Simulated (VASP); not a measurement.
Given:

```
CdF2
1.0
    0.00000     2.72600     2.72600
    2.72600     0.00000     2.72600
    2.72600     2.72600     0.00000
Cd F
1 2
Direct
  0.00000   0.00000   0.00000
  0.25000   0.25000   0.25000
  0.75000   0.75000   0.75000
```

Computed with PBEsol GGA, VASP's PBE PAW potentials (set 64) (plane waves; VASP). Numerical set-up: 520 eV cut-off, 7×7×7 Γ-centred mesh, Gaussian smearing of 0.050 eV, potentials Cd F.

**Question.** Give the stress tensor in GPa (positive for a compressed cell).

**Answer.** 
```
-3.13   0.00   0.00
 0.00  -3.13   0.00
 0.00   0.00  -3.13
```
The pressure is its mean diagonal, -3.13 GPa.

The compound is CdF2 in the fluorite structure. This cell is one point of a volume scan, at 1.03 of the reference volume.
